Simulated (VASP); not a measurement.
# Band gap of TePb: cutoff, mesh and cell, part 2 of 2

Aim: test what besides the functional moves the gap of TePb. The starting structure is a measured crystal structure from the Crystallography Open Database. Cell and atoms stay as given unless a step says otherwise.

VASP 6.6.1.

Results so far: reference 0.636 eV; cell and atoms relaxed by LDA 0.560 eV; no band path 0.636 eV.

## 5. Bands with a cutoff of 380 eV (continued)

Level of this step: LDA; plane waves and PAW (Pb_d, Te) (VASP).

OUTCAR, selected parts (step 5):

```text
  Total       -0.7273533     -0.7273533     -0.7273533      0.0000000     -0.0000000      0.0000000
  in kB      -17.2748824    -17.2748824    -17.2748824      0.0000000     -0.0000000      0.0000000
  external PRESSURE =     -17.2748824 kB  Pullay stress =       0.0000000 kB

  FREE ENERGIE OF THE ION-ELECTRON SYSTEM (eV)
  ---------------------------------------------------
  free  energy   TOTEN  =        -8.7630649557 eV

  energy  without entropy=       -8.7630649557  energy(sigma->0) =       -8.76306496

[... 2 parts as in an earlier step ...]

[... 2 further parts left out ...]
[key lines of the parts left out:]
E-fermi :   5.6401
```

With a cutoff of 380 eV the gap is 0.636 eV, +0.000 eV from the reference.

## 6. Bands with an 8×8×8 mesh

Against step 2 the input has an 8×8×8 mesh.

INCAR reads:

```
SYSTEM = TePb
PREC = Accurate
ENCUT = 350
EDIFF = 1E-06
NELM = 100
ISMEAR = 0
SIGMA = 0.03
LREAL = .FALSE.
ALGO = Normal
GGA = CA
NBANDS = 22
LORBIT = 11
LWAVE = .FALSE.
LCHARG = .FALSE.
KPAR = 4
```

POSCAR reads:

```
TePb
1.0
    0.0000000000      3.2310000000      3.2310000000
    3.2310000000      0.0000000000      3.2310000000
    3.2310000000      3.2310000000      0.0000000000
Pb Te
1 1
Direct
    0.0000000000      0.0000000000      0.0000000000
    0.5000000000      0.5000000000      0.5000000000
```

KPOINTS reads:

```
Automatic mesh
0
Gamma
8 8 8
0 0 0
```

KPOINTS_OPT reads:

```
Line mode
10
Line-mode
Reciprocal
  0.00000000   0.00000000   0.00000000 GAMMA
  0.50000000   0.00000000   0.50000000 X

  0.50000000   0.00000000   0.50000000 X
  0.50000000   0.25000000   0.75000000 W

  0.50000000   0.25000000   0.75000000 W
  0.37500000   0.37500000   0.75000000 K

  0.37500000   0.37500000   0.75000000 K
  0.00000000   0.00000000   0.00000000 GAMMA

  0.00000000   0.00000000   0.00000000 GAMMA
  0.50000000   0.50000000   0.50000000 L

  0.50000000   0.50000000   0.50000000 L
  0.62500000   0.25000000   0.62500000 U

  0.62500000   0.25000000   0.62500000 U
  0.50000000   0.25000000   0.75000000 W

  0.50000000   0.25000000   0.75000000 W
  0.50000000   0.50000000   0.50000000 L

  0.50000000   0.50000000   0.50000000 L
  0.37500000   0.37500000   0.75000000 K

  0.62500000   0.25000000   0.62500000 U
  0.50000000   0.00000000   0.50000000 X
```

The projector-augmented-wave data sets are Pb_d and Te (LDA family, release 64).

Started as:

```sh
$ mpirun -np 4 vasp_std
```

What it wrote:

```text
[... set-up lines as in an earlier step ...]
 entering main loop
       N       E                     dE             d eps       ncg     rms          rms(c)
DAV:   1     0.142952519187E+03    0.14295E+03   -0.69482E+03  1284   0.648E+02
DAV:   2     0.994621990923E+00   -0.14196E+03   -0.13535E+03  1404   0.218E+02
DAV:   3    -0.862030875350E+01   -0.96149E+01   -0.95670E+01  1606   0.641E+01
DAV:   4    -0.887800982224E+01   -0.25770E+00   -0.25760E+00  1532   0.113E+01
[...]
DAV:  10    -0.876065242763E+01    0.81167E-05   -0.73600E-05  1586   0.496E-02    0.244E-02
DAV:  11    -0.876064935691E+01    0.30707E-05   -0.30670E-05  1792   0.343E-02    0.998E-03
DAV:  12    -0.876064942427E+01   -0.67357E-07   -0.26727E-06  1522   0.814E-03
   1 F= -.87606494E+01 E0= -.87606494E+01  d E =-.184592E-29
 Start KPOINTS_OPT (optional k-point list driver)
k-point batch [1-29\100]
       N       E                     dE             ncg
DAV:   1     0.120528955139E+04   -0.10932E+05     1288
DAV:   2    -0.290557333877E+04   -0.41109E+04     1350
DAV:   3    -0.319130730196E+04   -0.28573E+03     1652
DAV:   4    -0.319867863398E+04   -0.73713E+01     1564
DAV:   5    -0.319901289433E+04   -0.33426E+00     1836
DAV:   6    -0.319902461408E+04   -0.11720E-01     1714
DAV:   7    -0.319902470717E+04   -0.93095E-04     1878
DAV:   8    -0.319902470894E+04   -0.17721E-05     1272
DAV:   9    -0.319902470913E+04   -0.18812E-06     1122
[...]
k-point batch [88-100\100]
       N       E                     dE             ncg
DAV:   1     0.814925633117E+04   -0.63492E+04      572
DAV:   2     0.629506287550E+04   -0.18542E+04      638
DAV:   3     0.617234392685E+04   -0.12272E+03      764
DAV:   4     0.616924009997E+04   -0.31038E+01      722
DAV:   5     0.616912025875E+04   -0.11984E+00      780
DAV:   6     0.616911410704E+04   -0.61517E-02      816
DAV:   7     0.616911407340E+04   -0.33640E-04      766
DAV:   8     0.616911407296E+04   -0.43931E-06      570
```

Elapsed: 13 s, on 4 MPI ranks of AMD EPYC 9R14 (Zen 4), shared host; peak memory 0.55 GiB; 48 s of CPU time.

From OUTCAR (step 6):

```text
  Total       -0.7925384     -0.7925384     -0.7925384      0.0000000      0.0000000      0.0000000
  in kB      -18.8230525    -18.8230525    -18.8230525      0.0000000      0.0000000      0.0000000
  external PRESSURE =     -18.8230525 kB  Pullay stress =       0.0000000 kB

 POSITION                                       TOTAL-FORCE (eV/Angst)
 -----------------------------------------------------------------------------------
      0.00000      0.00000      0.00000         0.000000     -0.000000      0.000000
      3.23100      3.23100      3.23100        -0.000000      0.000000     -0.000000
 -----------------------------------------------------------------------------------
    total drift:                               -0.000000      0.000000      0.000000

  FREE ENERGIE OF THE ION-ELECTRON SYSTEM (eV)
  ---------------------------------------------------
  free  energy   TOTEN  =        -8.7606494243 eV

  energy  without entropy=       -8.7606494243  energy(sigma->0) =       -8.76064942

[... 1 part as in an earlier step ...]

[... 2 further parts left out ...]
[key lines of the parts left out:]
E-fermi :   5.6431
```

With an 8×8×8 mesh the gap is 0.636 eV, +0.000 eV from the reference.

## 7. All runs side by side

| run | gap (eV) | change (eV) | core minutes |
| --- | --- | --- | --- |
| reference | 0.636 | - | 0.68 |
| cell and atoms relaxed by LDA | 0.56 | -0.076 | 0.693 |
| no band path | 0.636 | 0.0 | 0.187 |
| a cutoff of 380 eV | 0.636 | 0.0 | 0.8 |
| an 8×8×8 mesh | 0.636 | 0.0 | 0.853 |

Core minutes are wall time times ranks of the run shown, on a shared host.

## 8. Results

| Item | Value |
| --- | --- |
| reference gap | 0.636 eV |
| gap with cell and atoms relaxed by LDA | 0.560 eV |
| gap with no band path | 0.636 eV |
| gap with a cutoff of 380 eV | 0.636 eV |
| gap with an 8×8×8 mesh | 0.636 eV |

In words: Among the runs that read a gap along the path, the one with cell and atoms relaxed by LDA moves it most, by -0.076 eV. On finer settings it changes by +0.000 eV with an 8×8×8 mesh. The functional's own error isn't tested here. Further runs on this material are not shown.

[Lines on the potential files, build, host, timing and source positions are cut from VASP's logs without a mark.]

[Logs are printed without paths, hosts, clocks, repeated set-up lines and the standing remarks that a program may print on its own settings, such as how far it seeks lower states.]

[Hosts, paths, dates, database ids (printed as entryN), source tags and the programs' standing remarks are cut or masked in the printed files.]
